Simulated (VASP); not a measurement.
# Quasiparticle energies of CdTe in VASP, part 2 of 4

How does the gap of CdTe change from the starting functional to GW? The cell is of the zinc-blende type, one of the forms listed for this formula, which need not be the common one. The start is a cell from a database of measured crystal structures.

VASP 6.6.1, plane waves and PAW; the level of theory is named at each step.

So far, gap on the k-mesh (eV): step 3 (empty bands) 0.752.

### Step 4. G0W0, ENCUTGW 100, bands in the sums 160

This step: G0W0 on PBE; plane waves and PAW (Cd_GW, Te_GW) (VASP 6.6.1).

G0W0 keeps orbitals and screening fixed and shifts each of the lowest NBANDSGW levels once.

Contents of INCAR:

```
SYSTEM = CdTe
PREC = Accurate
ENCUT = 330
ISMEAR = 0
SIGMA = 0.01
LREAL = .FALSE.
GGA = PE
NBANDS = 160
ALGO = EVGW0
NELMGW = 1
ENCUTGW = 100
NOMEGA = 48
PRECFOCK = Fast
NBANDSGW = 24
LWAVE = .FALSE.
LCHARG = .FALSE.
```

Contents of POSCAR:

```
CdTe
1.0
    0.0000000000      3.2400000000      3.2400000000
    3.2400000000      0.0000000000      3.2400000000
    3.2400000000      3.2400000000      0.0000000000
Cd Te
1 1
Direct
    0.0000000000      0.0000000000      0.0000000000
    0.2500000000      0.2500000000      0.2500000000
```

Contents of KPOINTS:

```
Automatic mesh
0
Gamma
4 4 4
0 0 0
```

The projector-augmented-wave data sets are Cd_GW and Te_GW (PBE family, release 64).

Run with:

```sh
$ mpirun -np 8 vasp_std
```

What it wrote:

```text
[banner, memory and clock lines left out]
running    8 mpi-ranks, on    1 nodes
 distrk:  each k-point on    8 cores,    1 groups
 distr:  one band on    1 cores,    8 groups

 POSCAR found type information on POSCAR CdTe
 POSCAR found :  2 types and       2 ions
 [... a notice as in an earlier step ...]

|                                                                             |
|           W    W    AA    RRRRR   N    N  II  N    N   GGGG   !!!           |
|           W    W   A  A   R    R  NN   N  II  NN   N  G    G  !!!           |
|           W    W  A    A  R    R  N N  N  II  N N  N  G       !!!           |
|           W WW W  AAAAAA  RRRRR   N  N N  II  N  N N  G  GGG   !            |
|           WW  WW  A    A  R   R   N   NN  II  N   NN  G    G                |
|           W    W  A    A  R    R  N    N  II  N    N   GGGG   !!!           |
|                                                                             |
|     The default for ENCUTGWSOFT is different in this version of VASP.       |
|     please manually set ENCUTGWSOFT =100 in the INCAR file.                 |
|                                                                             |

 LDA part: xc-table for (Slater+PW92), standard interpolation
 found WAVECAR, reading the header
 POSCAR, INCAR and KPOINTS ok, starting setup
 FFT: planning ... GRIDC
 FFT: planning ... GRID_SOFT
 FFT: planning ... GRID
 reading WAVECAR
 the WAVECAR file was read successfully
 initial charge from wavefunction
 available memory per node:     93.05 GB, setting MAXMEM to     95279

 The Fermi energy was updated, please check that it is located mid-gap
 values below the HOMO (VB) or above the LUMO (CB) will cause erroneous energies
 E-fermi :   3.7232

 calculate exact exchange contribution
 the WAVEDER file was read successfully
energies w=
    0.000    0.000    0.332    0.000    0.663    0.000    0.991    0.000
    1.315    0.000    1.634    0.000    1.948    0.000    2.257    0.000
    2.559    0.000    2.856    0.000    3.148    0.000    3.435    0.000
    3.717    0.000    3.997    0.000    4.274    0.000    4.550    0.000
    4.825    0.000    5.101    0.000    5.380    0.000    5.662    0.000
    5.949    0.000    6.242    0.000    6.544    0.000    6.856    0.000
    7.181    0.000    7.521    0.000    7.880    0.000    8.261    0.000
    8.668    0.000    9.107    0.000    9.583    0.000   10.105    0.000
   10.682    0.000   11.328    0.000   12.057    0.000   12.891    0.000
   13.857    0.000   14.994    0.000   16.355    0.000   18.018    0.000
   20.098    0.000   22.778    0.000   26.362    0.000   31.392    0.000
   38.951    0.000   51.550    0.000   76.633    0.000  150.453    0.000
 responsefunction array rank=     176
 LDA part: xc-table for (Slater+PW92), standard interpolation

 min. memory requirement per mpi rank    127.7 MB, per node   1021.8 MB

 allocating   6 responsefunctions rank=   176
 shmem allocating  48 responsefunctions rank=   176
 response function shared by NCSHMEM nodes    1
 Doing            6  frequencies on each core in blocks of           48
NQ=   1    0.0000    0.0000    0.0000,
|.........|.........|.........|.........|.........|.........|.........|.........
 performed        235000 updates of chi_q(r,r)
 total number of BLAS operations         53.78 Gflops
NQ=   2    0.2500    0.0000    0.0000,
|.........|.........|.........|.........|.........|.........|.........|.........
 performed        685000 updates of chi_q(r,r)
 total number of BLAS operations        134.86 Gflops
NQ=   3    0.5000    0.0000    0.0000,
|.........|.........|.........|.........|.........|.........|.........|.........
 performed       1073000 updates of chi_q(r,r)
 total number of BLAS operations        210.59 Gflops
NQ=   4    0.2500    0.2500    0.0000,
|.........|.........|.........|.........|.........|.........|.........|.........
 performed       1523000 updates of chi_q(r,r)
 total number of BLAS operations        290.59 Gflops
NQ=   5    0.5000    0.2500    0.0000,
|.........|.........|.........|.........|.........|.........|.........|.........
 performed       2142000 updates of chi_q(r,r)
 total number of BLAS operations        408.11 Gflops
NQ=   6   -0.2500    0.2500    0.0000,
|.........|.........|.........|.........|.........|.........|.........|.........
 performed       2699000 updates of chi_q(r,r)
 total number of BLAS operations        516.74 Gflops
NQ=   7    0.5000    0.5000    0.0000,
|.........|.........|.........|.........|.........|.........|.........|.........
 performed       3041000 updates of chi_q(r,r)
 total number of BLAS operations        578.46 Gflops
NQ=   8   -0.2500    0.5000    0.2500,
|.........|.........|.........|.........|.........|.........|.........|.........
 performed       3476000 updates of chi_q(r,r)
 total number of BLAS operations        663.16 Gflops
 resolving degeneracies of screened two electron integrals

 calculate QP shifts <psi_nk| G(iteration)W_0 |psi_nk>: iteration 1
 entering main loop
```

The job ended after 58 s (8 MPI ranks of AMD EPYC 7R43, shared host; peak memory 1.3 GiB; 7.4 min of CPU time).

OUTCAR, selected parts (step 4):

```text
The static configuration has the point symmetry T_d .

 Found      8 irreducible k-points:

   k-points           NKPTS =      8   k-points in BZ     NKDIM =     64   number of bands    NBANDS=    160

   NELECT =      18.0000    total number of electrons

 E-fermi :   3.7232

 QP shifts <psi_nk| G(iteration)W_0 |psi_nk>: iteration 1
 for sc-GW calculations column KS-energies equals QP-energies in previous step
 and V_xc(KS)=  KS-energies - (<T + V_ion + V_H > + <T+V_H+V_ion>^1  + <V_x>^1)
 k-point   1 :       0.0000    0.0000    0.0000
  band No.  KS-energies  QP-energies   sigma(KS)   V_xc(KS)     V^pw_x(r,r')   Z            occupation Imag(sigma)
    ...
      6      -4.7057      -6.4017     -17.9691     -15.4976     -23.1851       0.6862       2.0000       0.2394
      7       3.3469       2.8297     -11.9899     -11.2981     -13.3282       0.7476       2.0000       0.1090
      8       3.3469       2.8297     -11.9899     -11.2981     -13.3282       0.7476       2.0000       0.1090
      9       3.3469       2.8297     -11.9899     -11.2981     -13.3282       0.7476       2.0000       0.1090
     10       4.0994       4.2989      -9.4069      -9.6697      -5.7436       0.7589       0.0000      -0.0361
     11       7.9383       8.0352      -8.7603      -8.8894      -4.6460       0.7506       0.0000      -0.0678
     12       7.9383       8.0352      -8.7603      -8.8894      -4.6460       0.7506       0.0000      -0.0678
     13       7.9383       8.0352      -8.7603      -8.8894      -4.6460       0.7506       0.0000      -0.0678
    ...

 k-point   2 :       0.2500    0.0000    0.0000
  band No.  KS-energies  QP-energies   sigma(KS)   V_xc(KS)     V^pw_x(r,r')   Z            occupation Imag(sigma)
    ...
      6      -4.7056      -6.4032     -17.9671     -15.4978     -23.1876       0.6875       2.0000       0.2402
      7       0.6121       0.0067     -11.1951     -10.3495     -13.0433       0.7160       2.0000       0.1428
      8       2.9165       2.3659     -11.7488     -11.0090     -13.1595       0.7444       2.0000       0.1108
      9       2.9165       2.3659     -11.7488     -11.0090     -13.1595       0.7444       2.0000       0.1108
     10       5.3190       5.4731      -9.3533      -9.5562      -5.5871       0.7596       0.0000      -0.0422
     11       8.4907       8.6009      -8.7904      -8.9380      -4.5506       0.7466       0.0000      -0.0789
     12       8.4907       8.6009      -8.7904      -8.9380      -4.5506       0.7466       0.0000      -0.0789
     13       8.7020       8.7733      -8.7485      -8.8445      -4.4968       0.7425       0.0000      -0.0902
    ...

 k-point   3 :       0.5000    0.0000    0.0000
  band No.  KS-energies  QP-energies   sigma(KS)   V_xc(KS)     V^pw_x(r,r')   Z            occupation Imag(sigma)
    ...
      6      -4.3478      -5.8621     -17.3645     -15.1688     -22.5081       0.6897       2.0000       0.3066
      7      -1.0908      -1.7622     -10.5566      -9.5857     -13.1487       0.6916       2.0000       0.2345
      8       2.5689       1.9956     -11.6008     -10.8224     -13.1090       0.7366       2.0000       0.1130
      9       2.5689       1.9956     -11.6008     -10.8224     -13.1090       0.7366       2.0000       0.1130
     10       5.1472       5.2645      -9.1671      -9.3210      -5.3996       0.7624       0.0000      -0.0429
     11       8.5321       8.5948      -8.5058      -8.5898      -4.3132       0.7465       0.0000      -0.0801
     12       8.5321       8.5948      -8.5058      -8.5898      -4.3132       0.7465       0.0000      -0.0801
     13      10.4034      10.2412      -7.3189      -7.0977      -2.6970       0.7336       0.0000      -0.1619
    ...

[... 7 parts as in an earlier step ...]

[... 5 further parts left out ...]
```

Numbers from this step:

- quasiparticle gap on the mesh: 1.469 eV
- smallest direct quasiparticle gap on the mesh: 1.469 eV
- gap of the starting orbitals on the mesh: 0.7525 eV

GW takes the gap from 0.752 to 1.469 eV. Spin-orbit coupling is left out. The value holds for 160 bands, ENCUTGW = 100 eV and this mesh, and isn't shown to be converged in them.

### Step 5. Empty bands

This step: PBE; plane waves and PAW (Cd_GW, Te_GW) (VASP 6.6.1).

The empty bands are made again, for the run that follows.

Contents of INCAR:

```
SYSTEM = CdTe
PREC = Accurate
ENCUT = 330
ISMEAR = 0
SIGMA = 0.01
LREAL = .FALSE.
GGA = PE
NBANDS = 256
ALGO = Exact
NELM = 1
LWAVE = .TRUE.
LCHARG = .FALSE.
LOPTICS = .TRUE.
NEDOS = 1000
CSHIFT = 0.1
```

POSCAR is that of step 4.

KPOINTS is that of step 4.

Run with:

```sh
$ mpirun -np 8 vasp_std
```

What it wrote:

```text
[banner, memory and clock lines left out]
running    8 mpi-ranks, on    1 nodes
[...]
[... a notice as in an earlier step ...]

 LDA part: xc-table for (Slater+PW92), standard interpolation
 found WAVECAR, reading the header
  number of bands has changed, file:    15 present:   256
  trying to continue reading WAVECAR, but it might fail
 POSCAR, INCAR and KPOINTS ok, starting setup
[...]
reading WAVECAR
 random initialization beyond band           15
 the WAVECAR file was read successfully
 initial charge from wavefunction
 entering main loop
       N       E                     dE             d eps       ncg     rms          rms(c)
DIA:   1    -0.473801111388E+01   -0.47380E+01    0.00000E+00     0   0.000E+00
   1 F= -.47380111E+01 E0= -.47380111E+01  d E =-.249088-107
 writing wavefunctions
 optical routines
 imaginary and real dielectric function
 recalculating local potential from charge density
 direction            1
 direction            2
 direction            3
```

Wall time 9.2 s (8 MPI ranks); peak memory 0.92 GiB.

Parts of OUTCAR (step 5):

```text
  Total        1.0565211      1.0565211      1.0565211      0.0000000      0.0000000      0.0000000
  in kB       24.8842038     24.8842038     24.8842038      0.0000000      0.0000000      0.0000000
  external PRESSURE =      24.8842038 kB  Pullay stress =       0.0000000 kB

 POSITION                                       TOTAL-FORCE (eV/Angst)
 -----------------------------------------------------------------------------------
      0.00000      0.00000      0.00000         0.000000      0.000000     -0.000000
      1.62000      1.62000      1.62000        -0.000000     -0.000000      0.000000
 -----------------------------------------------------------------------------------
    total drift:                                0.000001      0.000001      0.000001

[... 3 parts as in an earlier step ...]

[... 2 further parts left out ...]
[key lines of the parts left out:]
E-fermi :   3.5017
```

WAVECAR now holds 256 bands for 18 electrons.

### Step 6. G0W0, ENCUTGW 140, bands in the sums 256

This step: G0W0 on PBE; plane waves and PAW (Cd_GW, Te_GW) (VASP 6.6.1).

ENCUTGW rises to 140 eV and the bands with it, to about the number of plane waves under that cutoff.

Contents of INCAR:

```
SYSTEM = CdTe
PREC = Accurate
ENCUT = 330
ISMEAR = 0
SIGMA = 0.01
LREAL = .FALSE.
GGA = PE
NBANDS = 256
ALGO = EVGW0
NELMGW = 1
ENCUTGW = 140
NOMEGA = 48
PRECFOCK = Fast
NBANDSGW = 24
LWAVE = .FALSE.
LCHARG = .FALSE.
```

POSCAR is that of step 5.

KPOINTS is that of step 5.

Run with:

```sh
$ mpirun -np 8 vasp_std
```

What it wrote:

```text
[banner, memory and clock lines left out]
running    8 mpi-ranks, on    1 nodes
[...]
[... a notice as in an earlier step ...]

|                                                                             |
|           W    W    AA    RRRRR   N    N  II  N    N   GGGG   !!!           |
|           W    W   A  A   R    R  NN   N  II  NN   N  G    G  !!!           |
|           W    W  A    A  R    R  N N  N  II  N N  N  G       !!!           |
|           W WW W  AAAAAA  RRRRR   N  N N  II  N  N N  G  GGG   !            |
|           WW  WW  A    A  R   R   N   NN  II  N   NN  G    G                |
|           W    W  A    A  R    R  N    N  II  N    N   GGGG   !!!           |
|                                                                             |
|     The default for ENCUTGWSOFT is different in this version of VASP.       |
|     please manually set ENCUTGWSOFT =140 in the INCAR file.                 |
|                                                                             |

[...]
total number of BLAS operations        951.37 Gflops
NQ=   4    0.2500    0.2500    0.0000,
|.........|.........|.........|.........|.........|.........|.........|.........
 performed       2462000 updates of chi_q(r,r)
 total number of BLAS operations       1338.46 Gflops
NQ=   5    0.5000    0.2500    0.0000,
|.........|.........|.........|.........|.........|.........|.........|.........
 performed       3459000 updates of chi_q(r,r)
 total number of BLAS operations       1849.12 Gflops
NQ=   6   -0.2500    0.2500    0.0000,
|.........|.........|.........|.........|.........|.........|.........|.........
 performed       4357000 updates of chi_q(r,r)
 total number of BLAS operations       2320.43 Gflops
NQ=   7    0.5000    0.5000    0.0000,
|.........|.........|.........|.........|.........|.........|.........|.........
 performed       4911000 updates of chi_q(r,r)
 total number of BLAS operations       2606.82 Gflops
NQ=   8   -0.2500    0.5000    0.2500,
|.........|.........|.........|.........|.........|.........|.........|.........
 performed       5613000 updates of chi_q(r,r)
 total number of BLAS operations       2963.63 Gflops
 resolving degeneracies of screened two electron integrals

 calculate QP shifts <psi_nk| G(iteration)W_0 |psi_nk>: iteration 1
 entering main loop
[key lines of the parts left out:]
E-fermi :   3.7232
```

It took 2.1 min on 8 MPI ranks; peak memory 1.8 GiB.

Parts of OUTCAR (step 6):

```text
 QP shifts <psi_nk| G(iteration)W_0 |psi_nk>: iteration 1
 for sc-GW calculations column KS-energies equals QP-energies in previous step
 and V_xc(KS)=  KS-energies - (<T + V_ion + V_H > + <T+V_H+V_ion>^1  + <V_x>^1)
 k-point   1 :       0.0000    0.0000    0.0000
  band No.  KS-energies  QP-energies   sigma(KS)   V_xc(KS)     V^pw_x(r,r')   Z            occupation Imag(sigma)
    ...
      6      -4.7057      -6.4889     -18.1000     -15.4976     -23.1851       0.6852       2.0000       0.0539
      7       3.3469       2.6982     -12.1669     -11.2981     -13.3282       0.7467       2.0000      -0.0255
      8       3.3469       2.6982     -12.1669     -11.2981     -13.3282       0.7467       2.0000      -0.0255
      9       3.3469       2.6982     -12.1669     -11.2981     -13.3282       0.7467       2.0000      -0.0255
     10       4.0994       4.1703      -9.5763      -9.6697      -5.7436       0.7594       0.0000      -0.2700
     11       7.9383       7.9651      -8.8537      -8.8894      -4.6460       0.7504       0.0000      -0.1661
     12       7.9383       7.9651      -8.8537      -8.8894      -4.6460       0.7504       0.0000      -0.1661
     13       7.9383       7.9651      -8.8537      -8.8894      -4.6460       0.7504       0.0000      -0.1661
    ...

[... 1 part as in an earlier step ...]

[... 2 further parts left out ...]
[key lines of the parts left out:]
E-fermi :   3.7232
```

The gap is now 1.472 eV, +3 meV against the GW run before. Spin-orbit coupling is left out.

### Step 7. Empty bands

This step: PBE; plane waves and PAW (Cd_GW, Te_GW) (VASP 6.6.1).

The empty bands are made again, for the run that follows.

Contents of INCAR:

```
SYSTEM = CdTe
PREC = Accurate
ENCUT = 330
ISMEAR = 0
SIGMA = 0.01
LREAL = .FALSE.
GGA = PE
NBANDS = 376
ALGO = Exact
NELM = 1
LWAVE = .TRUE.
LCHARG = .FALSE.
LOPTICS = .TRUE.
NEDOS = 1000
CSHIFT = 0.1
```

POSCAR is that of step 6.

KPOINTS is that of step 6.

Run with:

```sh
$ mpirun -np 8 vasp_std
```

What it wrote:

```text
[banner, memory and clock lines left out]
running    8 mpi-ranks, on    1 nodes
[...]
[... a notice as in an earlier step ...]

 LDA part: xc-table for (Slater+PW92), standard interpolation
 found WAVECAR, reading the header
  number of bands has changed, file:    15 present:   376
  trying to continue reading WAVECAR, but it might fail
 POSCAR, INCAR and KPOINTS ok, starting setup
[...]
reading WAVECAR
 random initialization beyond band           15
 the WAVECAR file was read successfully
 initial charge from wavefunction
 entering main loop
       N       E                     dE             d eps       ncg     rms          rms(c)
DIA:   1    -0.473801111390E+01   -0.47380E+01    0.00000E+00     0   0.000E+00
   1 F= -.47380111E+01 E0= -.47380111E+01  d E =-.458164E-46
 writing wavefunctions
 optical routines
 imaginary and real dielectric function
 recalculating local potential from charge density
 direction            1
 direction            2
 direction            3
```

Wall time 7 s (8 MPI ranks); peak memory 0.93 GiB.

From OUTCAR (step 7):

```text
  Total        1.0565211      1.0565211      1.0565211     -0.0000000     -0.0000000      0.0000000
  in kB       24.8842038     24.8842038     24.8842038     -0.0000000     -0.0000000      0.0000000
  external PRESSURE =      24.8842038 kB  Pullay stress =       0.0000000 kB

 POSITION                                       TOTAL-FORCE (eV/Angst)
 -----------------------------------------------------------------------------------
      0.00000      0.00000      0.00000         0.000000      0.000000      0.000000
      1.62000      1.62000      1.62000        -0.000000     -0.000000     -0.000000
 -----------------------------------------------------------------------------------
    total drift:                                0.000001      0.000001      0.000001

[... 3 parts as in an earlier step ...]

[... 2 further parts left out ...]
[key lines of the parts left out:]
E-fermi :   3.4462
```

WAVECAR now holds 376 bands for 18 electrons.

(Part 2 of 4 ends here.)

[Lines on the potential files, build, host, timing and source positions are cut from VASP's logs without a mark.]

[Logs are printed without paths, hosts, clocks, repeated set-up lines and the standing remarks that a program may print on its own settings, such as how far it seeks lower states.]

[Hosts, paths, dates, database ids (printed as entryN), source tags and the programs' standing remarks are cut or masked in the printed files.]

[Pressures printed for these runs are not shown converged in the cutoff: they can be off by several GPa and have the wrong sign.]

[In band tables of VASP the shares of atoms and orbitals are scaled to a sum of 1 inside the atoms' spheres.]
